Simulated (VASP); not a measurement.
**LiHg3 (space group Fm-3m): computed properties**

Method: PBEsol GGA, VASP's PBE PAW potentials (set 64) (plane waves; VASP).

```yaml
space_group: Fm-3m (225)
cell: a = b = c = 6.906 Å, α = β = γ = 90.00°
volume_per_atom: 20.58 Å³/atom
band gap (over mesh and band path): none (metal, semimetal or under 0.01 eV)
band_gap_with_spin_orbit_coupling: none (metallic)
density: 12.28 g/cm³
```

Hg$_{3}$Li is modelled in the cubic space group Fm-3m (No. 225), Pearson symbol cF16. Lattice parameters: a = b = c = 6.9058 Å, α = β = γ = 90.00°. Li on 4a is surrounded by 8 Hg at 2.990 Å and 6 Hg at 3.453 Å. Hg1 on 8c sees 4 Hg at 2.990 Å and 6 Hg at 3.453 Å and 4 Li at 2.990 Å. Hg2 on 4b has 8 Hg at 2.990 Å and 6 Li at 3.453 Å. (Neighbours: up to the widest gap in distance over summed covalent radii, below 1.35, at either atom.)
(The calculation used a cell of 4 atoms; values per cell refer to that cell.)

Unless said otherwise, spin-orbit coupling is left out, though it shifts the bands of the heavy elements here.

The structure comes from a computed database's LiHg3 entry (Fm-3m); how it stands against other phases isn't given here. It was relaxed first, which changed the volume by -6 %. Symmetry was kept, so distortions that lower it aren't found. The electron count is odd and the run is not spin-polarised, which forces a metal.
